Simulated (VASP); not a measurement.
Given:

```
Ru
1.0
    2.74601     0.00000     0.00000
   -1.37301     2.37812     0.00000
    0.00000     0.00000     4.32828
Ru
2
Direct
  0.33333   0.66667   0.25000
  0.66667   0.33333   0.75000
```

These are PBE GGA, VASP's PBE PAW potentials (set 64) (plane waves; VASP 6.6.1) values and carry that method's errors. Run with 300 eV cut-off, 11×11×6 Γ-centred mesh, Gaussian smearing of 0.14 eV, potentials Ru_pv.

At this cut-off the stress carries a Pulay error, which pulls relaxed volumes low.

**Question.** Give the stress tensor in GPa (positive for a compressed cell).

**Answer.** 
```
-8.63   0.00   0.00
 0.00  -8.63   0.00
 0.00   0.00  -7.93
```
The pressure is its mean diagonal, -8.39 GPa.

The structure comes from a computed database's Ru entry; how it stands against other phases isn't given here. The cell was not relaxed at this level.
